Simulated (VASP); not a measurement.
Output of a VASP run:

**OSZICAR**
```
...
DAV:   7    -0.208420634339E+02    0.91876E-05   -0.27238E-05  1319   0.401E-02    0.254E-02
DAV:   8    -0.208420640181E+02   -0.58419E-06   -0.12634E-05  1356   0.188E-02    0.781E-03
DAV:   9    -0.208420639732E+02    0.44898E-07   -0.74145E-07   652   0.495E-03
   2 F= -.20842064E+02 E0= -.20841984E+02  d E =-.280605E-02
       N       E                     dE             d eps       ncg     rms          rms(c)
DAV:   1    -0.208446377860E+02   -0.25738E-02   -0.54372E-02  1247   0.175E+00    0.370E-01
DAV:   2    -0.208425299758E+02    0.21078E-02   -0.62246E-03  1219   0.729E-01    0.117E-01
DAV:   3    -0.208423179114E+02    0.21206E-03   -0.83731E-04  1302   0.169E-01    0.127E-01
DAV:   4    -0.208422744376E+02    0.43474E-04   -0.11341E-04  1283   0.733E-02    0.210E-02
DAV:   5    -0.208422557363E+02    0.18701E-04   -0.66492E-05  1257   0.650E-02    0.181E-02
DAV:   6    -0.208422558620E+02   -0.12574E-06   -0.44335E-06  1197   0.147E-02
   3 F= -.20842256E+02 E0= -.20842189E+02  d E =-.299794E-02
       N       E                     dE             d eps       ncg     rms          rms(c)
DAV:   1    -0.208423698287E+02   -0.11409E-03   -0.25854E-03  1247   0.379E-01    0.827E-02
DAV:   2    -0.208422635293E+02    0.10630E-03   -0.31396E-04  1229   0.163E-01    0.267E-02
DAV:   3    -0.208422527445E+02    0.10785E-04   -0.43053E-05  1312   0.377E-02    0.285E-02
DAV:   4    -0.208422495683E+02    0.31762E-05   -0.58212E-06  1022   0.169E-02    0.482E-03
DAV:   5    -0.208422481977E+02    0.13705E-05   -0.32208E-06   855   0.148E-02    0.409E-03
DAV:   6    -0.208422481064E+02    0.91361E-07   -0.30917E-07   607   0.356E-03
   4 F= -.20842248E+02 E0= -.20842183E+02  d E =-.299019E-02
       N       E                     dE             d eps       ncg     rms          rms(c)
DAV:   1    -0.208422692577E+02   -0.21060E-04   -0.40023E-04  1247   0.151E-01    0.315E-02
DAV:   2    -0.208422539778E+02    0.15280E-04   -0.44312E-05  1214   0.615E-02    0.930E-03
DAV:   3    -0.208422526503E+02    0.13275E-05   -0.59898E-06  1194   0.144E-02    0.104E-02
DAV:   4    -0.208422528943E+02   -0.24394E-06   -0.69988E-07   607   0.612E-03
   5 F= -.20842253E+02 E0= -.20842187E+02  d E =-.299498E-02
       N       E                     dE             d eps       ncg     rms          rms(c)
DAV:   1    -0.208424397189E+02   -0.18707E-03   -0.17654E-02  1194   0.628E-01    0.578E-02
DAV:   2    -0.208424344909E+02    0.52280E-05   -0.27990E-04  1349   0.933E-02    0.178E-02
DAV:   3    -0.208424284891E+02    0.60018E-05   -0.14167E-05  1397   0.217E-02    0.117E-02
DAV:   4    -0.208424265100E+02    0.19791E-05   -0.19191E-06   804   0.878E-03    0.346E-03
DAV:   5    -0.208424262256E+02    0.28433E-06   -0.72481E-07   642   0.559E-03
   6 F= -.20842426E+02 E0= -.20842359E+02  d E =-.173331E-03
       N       E                     dE             d eps       ncg     rms          rms(c)
DAV:   1    -0.208426380520E+02   -0.21154E-03   -0.80671E-02  1184   0.134E+00    0.122E-01
DAV:   2    -0.208426131067E+02    0.24945E-04   -0.12755E-03  1354   0.199E-01    0.384E-02
DAV:   3    -0.208425864251E+02    0.26682E-04   -0.64329E-05  1397   0.461E-02    0.253E-02
DAV:   4    -0.208425783884E+02    0.80367E-05   -0.97462E-06  1348   0.189E-02    0.754E-03
DAV:   5    -0.208425774354E+02    0.95296E-06   -0.19907E-06   799   0.101E-02
   7 F= -.20842577E+02 E0= -.20842507E+02  d E =-.324541E-03
```

### OUTCAR
```
------------------------ aborting loop because EDIFF is reached ----------------------------------------
  FORCE on cell =-STRESS in cart. coord.  units (eV):
  Direction    XX          YY          ZZ          XY          YZ          ZX
  --------------------------------------------------------------------------------------
  Total       -0.0091573     -0.0091573     -0.0392009      0.0058999      0.0000000      0.0000000
  in kB       -0.0587621     -0.0587621     -0.2515525      0.0378594      0.0000000      0.0000000
  external PRESSURE =      -0.1230256 kB  Pullay stress =       0.0000000 kB
  volume of cell :      249.68
      direct lattice vectors                 reciprocal lattice vectors
    -0.013461521  6.276328163  6.338245755    -0.079493914  0.079493914  0.078886181
     6.276328163 -0.013461521  6.338245755     0.079493914 -0.079493914  0.078886181
     3.131433321  3.131433321  0.000000000     0.159671291  0.159671291 -0.157772361
 POSITION                                       TOTAL-FORCE (eV/Angst)
 -----------------------------------------------------------------------------------
      6.26287      6.26287     12.62153        -0.000000     -0.000000      0.001506
      3.16592      6.22838      9.50716        -0.002747      0.002747     -0.001248
      6.22838      3.16592      9.50716         0.002747     -0.002747     -0.001248
      1.56572      1.56572      1.59195        -0.000000     -0.000000      0.001553
      4.56067      1.70220      4.89926        -0.002545      0.002545      0.001098
      1.70220      4.56067      4.89926         0.002545     -0.002545      0.001098
      4.69715      4.69715      7.67719         0.000000      0.000000     -0.000624
      6.26287      6.26287      6.34071         0.000000      0.000000     -0.002136
 -----------------------------------------------------------------------------------
    total drift:                                0.000000      0.000000     -0.000101
  FREE ENERGIE OF THE ION-ELECTRON SYSTEM (eV)
  ---------------------------------------------------
  free  energy   TOTEN  =       -20.8425774354 eV

  energy  without entropy=      -20.8424373431  energy(sigma->0) =      -20.84250739

 reached required accuracy - stopping structural energy minimisation
```
(Selected blocks of OUTCAR.)

**POSCAR**
```
BeHg3Te4
1
   -0.0162454523     6.2896579578     6.3621121835
    6.2896579578    -0.0162454523     6.3621121835
    3.1367062528     3.1367062528     0.0000000000
Hg Te Be
3 4 1
Direct
  0.9953990750   0.9953990750   0.0092018500
  0.9937734623   0.5066088665   0.9996176712
  0.5066088665   0.9937734623   0.9996176712
  0.1256367737   0.1256367737   0.2487264527
  0.1598625688   0.6137845813   0.2263528499
  0.6137845813   0.1598625688   0.2263528499
  0.6048957093   0.6048957093   0.2902085815
  0.5000389632   0.5000389632   0.9999220737
```

Task: Write an INCAR and KPOINTS that could have produced this output.

Result: One answer among several that fit: the input of the run itself, PBEsol GGA, plane waves, VASP's PBE PAW potentials (set 64).

### KPOINTS
```
K-points
0
G
 3 3 6
0 0 0
```

### INCAR
```
SYSTEM = BeHg3Te4
PREC = Accurate
ENCUT = 400
EDIFF = 1E-6
NELM = 100
ALGO = Normal
LREAL = .FALSE.
LASPH = .TRUE.
ISMEAR = 0
SIGMA = 0.05
GGA = PS
LMAXMIX = 6
LWAVE = .FALSE.
LCHARG = .FALSE.
IBRION = 2
ISIF = 3
NSW = 60
EDIFFG = -0.02
```

POTCAR, in this order: Hg Te Be (PBE.64 set). Program: vasp_std.

The structure was generated: BeHg3Te4 was put into an ordered model structure (Amm2), which need not be its known phase. This run relaxes it. Symmetry was kept, so distortions that lower it aren't found. The start is the result of an earlier pass.
